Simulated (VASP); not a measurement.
VASP input:

**POSCAR**
```
CoGa
1
    2.8800000000     0.0000000000     0.0000000000
    0.0000000000     2.8800000000     0.0000000000
    0.0000000000     0.0000000000     2.8800000000
Ga Co
1 1
Direct
  0.4990940000   0.5090060000   0.4866190000
  0.0009060000  -0.0090060000   0.0133810000
```

### KPOINTS
```
Automatic mesh
0
Gamma
9 9 9
0.5 0.5 0.5
```

### INCAR
```
# general
SYSTEM  = CoGa
PREC    = Accurate
ENCUT   = 300
LREAL   = .FALSE.
LASPH   = .TRUE.

# electronic loop
EDIFF   = 1E-6
NELM    = 100
ALGO    = Normal
LMAXMIX = 4

# smearing
ISMEAR  = 0
SIGMA   = 0.1

# functional
GGA     = PE

# ions
ISIF    = 2

# output
LWAVE   = .FALSE.
LCHARG  = .FALSE.
```

POTCAR, in this order: Ga_d Co (PBE.64 set). Program: vasp_std.

Q: Translate this PBE calculation to Ansatz.

A: One equivalent input (not run):
Ansatz 0.2 input:
```yaml
crystal:
  lattice:
    - [2.8800000, 0.0000000, 0.0000000]
    - [0.0000000, 2.8800000, 0.0000000]
    - [0.0000000, 0.0000000, 2.8800000]
  atoms:
    - { symbol: Ga, position: [0.4990940, 0.5090060, 0.4866190] }
    - { symbol: Co, position: [0.0009060, -0.0090060, 0.0133810] }
kpoints:
  mp_grid: { grid: [9, 9, 9], shift: [0.5, 0.5, 0.5] }
hamiltonian:
  xc: pbe
  pseudopotentials: { kind: paw }
scf:
  occupations: { method: gaussian, width: 0.1 }
  max_iter: 100
output: { forces: true, stress: true, eigenvalues: true }
```
What does not carry over: each code has its own PAW files, so the cut-off isn't converted (ENCUT is set for VASP's; basis.ecutwfc is left out, and Ansatz then takes the one that its files recommend); Ansatz stops its SCF on the density residual and VASP on the energy change (EDIFF).

The structure is a typed CoGa crystal. The cell was not relaxed at this level, atoms are displaced from their ideal sites.
